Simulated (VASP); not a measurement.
Method: r2SCAN meta-GGA, VASP's PBE PAW potentials (set 64) (plane waves; VASP). Each cell was relaxed at this level, without spin-orbit coupling.

Which of these comes out without a gap?
A) KMgF3, Pm-3m (221)
B) BaZrO3, Pm-3m (221)
C) ZnO, P6_3mc (186)
D) Al3Sc, Pm-3m (221)

D, Al3Sc, Pm-3m (221). The others have gaps of 3.66 eV (BaZrO3, Pm-3m (221)), 8.32 eV (KMgF3, Pm-3m (221)), 1.23 eV (ZnO, P6_3mc (186)).
